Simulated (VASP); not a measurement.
## SrMg6Si: equation of state with PBE

Crystal: SrMg6Si.

```
Sr Si Mg
1.0
     4.90902    0.00000    0.00000
     0.00000    3.02556    6.76092
     0.00000   -3.02556    6.76092
Sr Si Mg
1 1 6
Direct
  0.50000 0.69763 0.69763
  0.50000 0.11525 0.11525
  0.00000 0.86279 0.86279
  0.00000 0.29972 0.29972
  0.00000 0.32092 0.83004
  0.00000 0.83004 0.32092
  0.50000 0.19214 0.68150
  0.50000 0.68150 0.19214
```

The cell comes from a database or a generator and needn't be the stable form of this composition.

- Program: VASP 6.6.1
- Task: equation of state
- Functional: PBE
- Potentials or basis: VASP PAW PBE potentials, release 64 (Sr_sv, Si, Mg)
- Cutoff: 520 eV
- k mesh: 6 × 5 × 5
- Occupations: fermi-dirac, width 0.05 eV
- Spin: no spin polarisation

```yaml
Equilibrium_volume: 25.15 Å³/atom
Bulk_modulus_at_fixed_shape_and_positions: 34 GPa
Pressure_derivative_of_the_bulk_modulus: 4.0
```

Energy against volume, from the lowest point:
| volume (Å³/atom) | energy (meV/atom) |
| --- | --- |
| 23.598 | 11.43 |
| 24.100 | 5.05 |
| 24.602 | 1.32 |
| 25.104 | 0.00 |
| 25.606 | 0.85 |
| 26.108 | 3.67 |
| 26.610 | 8.26 |

All runs of the series together: 29 min on 1 thread of Intel(R) Xeon(R) Platinum 8375C CPU @ 2.90GHz (Ice Lake) (shared host).

Caveat: the cell was scaled at fixed shape and fractional positions, which overstates the stiffness of a crystal with free parameters, most of all of layers and chains.
